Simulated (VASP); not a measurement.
## Lattice of P, functional by functional

Aim: relax P at several levels of theory and compare the cells. The starting structure is a measured crystal structure from the Crystallography Open Database.

Main program and level: VASP 6.6.1; Kohn-Sham DFT with plane waves and PAW; PBEsol, r2SCAN, PBE and LDA.

**1. Starting point**

The structure is orthorhombic, space group Cmce (No. 64). The conventional cell has a = 3.316 Å, b = 10.484 Å, c = 4.379 Å, α = 90.00°, β = 90.00°, γ = 90.00°. Nearest to P lie 3 P at 2.22 to 2.24 Å.

Structure file:

```xyz
4
Lattice="1.6582 -5.2420 0.0000 1.6582 5.2420 0.0000 0.0000 0.0000 4.3793" Properties=species:S:1:pos:R:3 pbc="T T T"
P     1.6582    1.0654    1.8363
P     1.6582    4.1766    4.0260
P     1.6582   -1.0654    2.5430
P     1.6582   -4.1766    0.3533
```

**2. Relaxation with PBEsol**

PBEsol restores the gradient expansion of exchange and is tuned for the cells of solids. This run starts from the cell of an earlier relaxation, which isn't shown; the restart sets up the plane waves anew.

File INCAR:

```
SYSTEM = P
PREC = Accurate
ENCUT = 520
EDIFF = 1E-07
NELM = 100
ISMEAR = 0
SIGMA = 0.03
LREAL = .FALSE.
ALGO = Normal
GGA = PS
NBANDS = 16
LORBIT = 11
LWAVE = .FALSE.
LCHARG = .FALSE.
KPAR = 4
IBRION = 2
NSW = 50
ISIF = 3
EDIFFG = -0.005
LASPH = .TRUE.
```

File POSCAR:

```
P
1.0
    1.6568551233     -5.1311706441      0.0000000000
    1.6568551233      5.1311706441      0.0000000000
    0.0000000000      0.0000000000      4.2051845799
P
4
Direct
    0.3945821525      0.6054178475      0.4267518430
    0.1054178475      0.8945821525      0.9267518430
    0.6054178475      0.3945821525      0.5732481570
    0.8945821525      0.1054178475      0.0732481570
```

File KPOINTS:

```
Automatic mesh
0
Gamma
8 8 6
0 0 0
```

The projector-augmented-wave data sets are P (PBE family, release 64).

Command:

```bash
mpirun -np 4 vasp_std
```

Log:

```text
[banner, memory and clock lines left out]
running    4 mpi-ranks, on    1 nodes
 distrk:  each k-point on    1 cores,    4 groups
 distr:  one band on    1 cores,    1 groups

 POSCAR found type information on POSCAR P
 POSCAR found :  1 types and       4 ions
|                                                                             |
|               ----> ADVICE to this user running VASP <----                  |
|                                                                             |
|     You enforced a specific xc type in the INCAR file but a different       |
|     [... a line on the potential file left out ...]
|     I HOPE YOU KNOW WHAT YOU ARE DOING!                                     |
|                                                                             |

 LDA part: xc-table for (Slater+PW92), standard interpolation
 POSCAR, INCAR and KPOINTS ok, starting setup
 FFT: planning ... GRIDC
 FFT: planning ... GRID_SOFT
 FFT: planning ... GRID
 WAVECAR not read
 entering main loop
       N       E                     dE             d eps       ncg     rms          rms(c)
DAV:   1     0.555586987956E+02    0.55559E+02   -0.84812E+03  2688   0.107E+03
DAV:   2    -0.199483080034E+02   -0.75507E+02   -0.73172E+02  3664   0.162E+02
DAV:   3    -0.231935929038E+02   -0.32453E+01   -0.31889E+01  3728   0.352E+01
DAV:   4    -0.232251625528E+02   -0.31570E-01   -0.31563E-01  3376   0.416E+00
DAV:   5    -0.232256974563E+02   -0.53490E-03   -0.53488E-03  3696   0.502E-01    0.101E+01
DAV:   6    -0.231014937633E+02    0.12420E+00   -0.60129E-02  3264   0.142E+00    0.590E+00
DAV:   7    -0.230475296319E+02    0.53964E-01   -0.10304E-01  3416   0.185E+00    0.262E-01
DAV:   8    -0.230470713360E+02    0.45830E-03   -0.11283E-02  3208   0.678E-01    0.170E-01
DAV:   9    -0.230470979721E+02   -0.26636E-04   -0.44260E-04  3600   0.138E-01    0.743E-02
DAV:  10    -0.230470852619E+02    0.12710E-04   -0.88354E-05  3448   0.534E-02    0.283E-02
DAV:  11    -0.230470867190E+02   -0.14572E-05   -0.94027E-06  3344   0.217E-02    0.119E-02
DAV:  12    -0.230470868579E+02   -0.13888E-06   -0.47884E-07  3512   0.443E-03    0.309E-03
DAV:  13    -0.230470868138E+02    0.44075E-07   -0.98636E-08  1928   0.207E-03
   1 F= -.23047087E+02 E0= -.23046986E+02  d E =-.230471E+02
 curvature:   0.00 expect dE= 0.000E+00 dE for cont linesearch  0.000E+00
 trial: gam= 0.00000 g(F)=  0.923E-06 g(S)=  0.485E-05 ort = 0.000E+00 (trialstep = 0.100E+01)
 search vector abs. value=  0.577E-05
 reached required accuracy - stopping structural energy minimisation
```

It took 11 s on 4 MPI ranks of Intel Xeon 6975P-C (Granite Rapids), shared host; peak memory 0.95 GiB; 40 s of CPU time.

The logs omit lines about the potential files and the build; timing stands in the text.

From OUTCAR (step 2):

```text
ion  position               nearest neighbor table
   1  0.395  0.605  0.427-   4 2.23   4 2.23   3 2.25
   2  0.105  0.895  0.927-   3 2.23   3 2.23   4 2.25
   3  0.605  0.395  0.573-   2 2.23   2 2.23   1 2.25
   4  0.895  0.105  0.073-   1 2.23   1 2.23   2 2.25

  LATTYP: Found a base centered orthorhombic cell.
 ALAT       =     3.3137102466
 B/A-ratio  =     3.0969338067
 C/A-ratio  =     1.2690260364

 Subroutine GETGRP returns: Found  8 space group operations
 (whereof  4 operations were pure point group operations)

The static configuration has the point symmetry C_2h.
 The point group associated with its full space group is D_2h.

 Found     84 irreducible k-points:

   k-points           NKPTS =     84   k-points in BZ     NKDIM =     84   number of bands    NBANDS=     16

   dimension x,y,z NGX =    40 NGY =   40 NGZ =   32
   dimension x,y,z NGXF=    80 NGYF=   80 NGZF=   64

   ENCUT  =  520.0 eV  38.22 Ry    6.18 a.u.  10.03 10.03  7.82*2*pi/ulx,y,z

   NELECT =      20.0000    total number of electrons

 k-points in reciprocal lattice and weights: Automatic mesh
   0.00000000  0.00000000  0.00000000       0.003
   0.12500000  0.00000000  0.00000000       0.010
   0.25000000  0.00000000  0.00000000       0.010
   0.37500000 -0.00000000  0.00000000       0.010
   0.50000000  0.00000000  0.00000000       0.005
   0.12500000  0.12500000  0.00000000       0.005
   0.25000000  0.12500000  0.00000000       0.010
   0.37500000  0.12500000  0.00000000       0.010
   0.50000000  0.12500000  0.00000000       0.010
[...]
-0.37500000  0.37500000  0.50000000       0.005
   0.50000000  0.50000000  0.50000000       0.003

 average (electrostatic) potential at core
       1 -82.1884       2 -82.1884       3 -82.1884       4 -82.1884

 E-fermi :   7.2080

 k-point     1 :       0.0000    0.0000    0.0000
  band No.  band energies     occupation
    ...
      6       2.8937      2.00000
      7       3.1672      2.00000
      8       4.2908      2.00000
      9       4.6132      2.00000
     10       5.8148      2.00000
     11       8.1178      0.00000
     12       8.3835      0.00000
     13       9.0933      0.00000
     14      10.5829      0.00000
     15      12.6510      0.00000
    ...

 k-point     2 :       0.1250    0.0000    0.0000
  band No.  band energies     occupation
    ...
      6       2.2476      2.00000
      7       2.4021      2.00000
      8       4.3197      2.00000
      9       4.3735      2.00000
     10       6.0298      2.00000
     11       8.3266      0.00000
     12       9.6588      0.00000
     13       9.6742      0.00000
     14      10.3916      0.00000
     15      11.6451      0.00000
    ...

 k-point     3 :       0.2500    0.0000    0.0000
  band No.  band energies     occupation
    ...
      6       1.6427      2.00000
      7       2.7558      2.00000
      8       4.2655      2.00000
      9       4.5638      2.00000
     10       6.0328      2.00000
     11       8.0398      0.00000
     12       9.0625      0.00000
     13       9.5568      0.00000
     14      10.1135      0.00000
     15      10.8118      0.00000
    ...

  Total       -0.0109557      0.0115332      0.0121975      0.0000000      0.0000000      0.0000000
  in kB       -0.2454898      0.2584302      0.2733166      0.0000000      0.0000000      0.0000000
  external PRESSURE =       0.0954190 kB  Pullay stress =       0.0000000 kB

  energy-cutoff  :      520.00
  volume of cell :       71.50
      direct lattice vectors                 reciprocal lattice vectors
     1.656855123 -5.131170644  0.000000000     0.301776536 -0.097443651  0.000000000
     1.656855123  5.131170644  0.000000000     0.301776536  0.097443651  0.000000000
     0.000000000  0.000000000  4.205184580     0.000000000  0.000000000  0.237801690

 POSITION                                       TOTAL-FORCE (eV/Angst)
 -----------------------------------------------------------------------------------
      1.65686      1.08183      1.79457         0.000000     -0.002123     -0.000526
      1.65686      4.04934      3.89716         0.000000      0.002123     -0.000526
      1.65686     -1.08183      2.41061         0.000000      0.002123      0.000526
      1.65686     -4.04934      0.30802         0.000000     -0.002123      0.000526
 -----------------------------------------------------------------------------------
    total drift:                                0.000000     -0.000000      0.000000

  FREE ENERGIE OF THE ION-ELECTRON SYSTEM (eV)
  ---------------------------------------------------
  free  energy   TOTEN  =       -23.0470868138 eV

  energy  without entropy=      -23.0468855915  energy(sigma->0) =      -23.04698620

 reached required accuracy - stopping structural energy minimisation

 total charge
# of ion       s       p       d       tot
------------------------------------------
    1        1.081   1.363   0.000   2.445
    2        1.081   1.363   0.000   2.445
    3        1.081   1.363   0.000   2.445
    4        1.081   1.363   0.000   2.445
--------------------------------------------------
tot          4.326   5.454   0.000   9.780

[... 3 further parts left out ...]
```

CONTCAR:

```
P
   1.00000000000000
     1.6568551233000000   -5.1311706441000000    0.0000000000000000
     1.6568551233000000    5.1311706441000000    0.0000000000000000
     0.0000000000000000    0.0000000000000000    4.2051845799000001
  P
     4
Direct
     0.3945821524999999    0.6054178475000001    0.4267518429999981
     0.1054178475000001    0.8945821524999999    0.9267518429999981
     0.6054178475000001    0.3945821524999999    0.5732481570000019
     0.8945821524999999    0.1054178475000001    0.0732481570000019
```

The PAW data sets were made with PBE, which is usual practice but a small mismatch for other functionals. The run keeps the 8 symmetry operations of its start, so it cannot find a distortion of lower symmetry.

With PBEsol the relaxed cell holds 17.875 Å³ an atom, -6.08 % against the measured cell, with a = 3.314 Å, b = 10.262 Å and c = 4.205 Å.

**3. Relaxation with r2SCAN**

r2SCAN adds the kinetic-energy density, costs more than a GGA and is run with LASPH. This run starts from the cell of an earlier relaxation, which isn't shown; the restart sets up the plane waves anew.

Edit INCAR of step 2 so:

```diff
@@ -9,3 +9,4 @@
 ALGO = Normal
-GGA = PS
+METAGGA = R2SCAN
+LASPH = .TRUE.
 NBANDS = 16
@@ -19,2 +20 @@
 EDIFFG = -0.005
-LASPH = .TRUE.
```

File POSCAR:

```
P
1.0
    1.6472327766     -5.4942098564      0.0000000000
    1.6472327766      5.4942098564      0.0000000000
    0.0000000000      0.0000000000      4.5469713875
P
4
Direct
    0.4047068610      0.5952931390      0.4110292272
    0.0952931390      0.9047068610      0.9110292272
    0.5952931390      0.4047068610      0.5889707728
    0.9047068610      0.0952931390      0.0889707728
```

KPOINTS is that of step 2.

Command:

```bash
mpirun -np 4 vasp_std
```

Log:

```text
[banner, memory and clock lines left out]
running    4 mpi-ranks, on    1 nodes
[...]
[... a notice as in an earlier step ...]

 LDA part: xc-table for (None), standard interpolation
 POSCAR, INCAR and KPOINTS ok, starting setup
[...]
entering main loop
       N       E                     dE             d eps       ncg     rms          rms(c)
DAV:   1     0.461539767725E+02    0.46154E+02   -0.85447E+03  2688   0.108E+03
DAV:   2    -0.361117838093E+02   -0.82266E+02   -0.79058E+02  3712   0.166E+02
DAV:   3    -0.397148149912E+02   -0.36030E+01   -0.35918E+01  3680   0.377E+01
DAV:   4    -0.397523162907E+02   -0.37501E-01   -0.37491E-01  3432   0.452E+00
[...]
DAV:  12    -0.359218284900E+02   -0.15129E-05   -0.10701E-06  3776   0.737E-03    0.512E-03
DAV:  13    -0.359218292312E+02   -0.74120E-06   -0.19470E-07  2536   0.318E-03    0.966E-04
DAV:  14    -0.359218293236E+02   -0.92409E-07   -0.23881E-08  1816   0.119E-03
   1 F= -.35921829E+02 E0= -.35921829E+02  d E =-.359218E+02
[...]
reached required accuracy - stopping structural energy minimisation
```

Elapsed: 69 s, on 4 MPI ranks; peak memory 1.3 GiB.

OUTCAR, selected parts (step 3):

```text
  Total       -0.0055044      0.0066645      0.0057980      0.0000000      0.0000000      0.0000000
  in kB       -0.1071530      0.1297372      0.1128695      0.0000000      0.0000000      0.0000000
  external PRESSURE =       0.0451512 kB  Pullay stress =       0.0000000 kB

 POSITION                                       TOTAL-FORCE (eV/Angst)
 -----------------------------------------------------------------------------------
      1.64723      1.04712      1.86894         0.000000     -0.002508     -0.002551
      1.64723      4.44709      4.14242         0.000000      0.002508     -0.002551
      1.64723     -1.04712      2.67803         0.000000      0.002508      0.002551
      1.64723     -4.44709      0.40455         0.000000     -0.002508      0.002551
 -----------------------------------------------------------------------------------
    total drift:                               -0.000000     -0.000000      0.000000

  FREE ENERGIE OF THE ION-ELECTRON SYSTEM (eV)
  ---------------------------------------------------
  free  energy   TOTEN  =       -35.9218293236 eV

  energy  without entropy=      -35.9218293236  energy(sigma->0) =      -35.92182932

[... 2 parts as in an earlier step ...]

[... 2 further parts left out ...]
[key lines of the parts left out:]
E-fermi :   5.8496
```

With r2SCAN the relaxed cell holds 20.576 Å³ an atom, +8.10 % against the measured cell, with a = 3.294 Å, b = 10.988 Å and c = 4.547 Å. That is +15.11 % from PBEsol.

**4. Relaxation with PBE**

PBE, the usual starting point, adds the gradient of the density. This run starts from the cell of an earlier relaxation, which isn't shown; the restart sets up the plane waves anew.

Edit INCAR of step 3 so:

```diff
@@ -9,4 +9,3 @@
 ALGO = Normal
-METAGGA = R2SCAN
-LASPH = .TRUE.
+GGA = PE
 NBANDS = 16
@@ -20 +19,2 @@
 EDIFFG = -0.005
+LASPH = .TRUE.
```

File POSCAR:

```
P
1.0
    1.6542944019     -5.6241698371      0.0000000000
    1.6542944019      5.6241698371      0.0000000000
    0.0000000000      0.0000000000      4.5554577844
P
4
Direct
    0.4058952782      0.5941047218      0.4134076947
    0.0941047218      0.9058952782      0.9134076947
    0.5941047218      0.4058952782      0.5865923053
    0.9058952782      0.0941047218      0.0865923053
```

KPOINTS is that of step 3.

Command:

```bash
mpirun -np 4 vasp_std
```

Log:

```text
[banner, memory and clock lines left out]
running    4 mpi-ranks, on    1 nodes
[...]
LDA part: xc-table for (Slater+PW92), standard interpolation
 POSCAR, INCAR and KPOINTS ok, starting setup
[...]
entering main loop
       N       E                     dE             d eps       ncg     rms          rms(c)
DAV:   1     0.628716044526E+02    0.62872E+02   -0.82622E+03  2688   0.105E+03
DAV:   2    -0.178432721034E+02   -0.80715E+02   -0.77769E+02  3632   0.161E+02
DAV:   3    -0.216196811802E+02   -0.37764E+01   -0.37622E+01  3664   0.380E+01
DAV:   4    -0.216641151695E+02   -0.44434E-01   -0.44416E-01  3464   0.485E+00
[...]
DAV:  12    -0.215059978998E+02   -0.74424E-06   -0.82593E-07  3640   0.578E-03    0.282E-03
DAV:  13    -0.215059977692E+02    0.13060E-06   -0.12940E-07  2480   0.228E-03    0.973E-04
DAV:  14    -0.215059977803E+02   -0.11098E-07   -0.75011E-09  1824   0.684E-04
   1 F= -.21505998E+02 E0= -.21505998E+02  d E =-.215060E+02
[...]
reached required accuracy - stopping structural energy minimisation
```

Wall time 17 s (4 MPI ranks); peak memory 1.2 GiB; 67 s of CPU time.

(Part 1 of 2 ends here.)

[Lines on the potential files, build, host, timing and source positions are cut from VASP's logs without a mark.]

[Logs are printed without paths, hosts, clocks, repeated set-up lines and the standing remarks that a program may print on its own settings, such as how far it seeks lower states.]

[Hosts, paths, dates, database ids (printed as entryN), source tags and the programs' standing remarks are cut or masked in the printed files.]
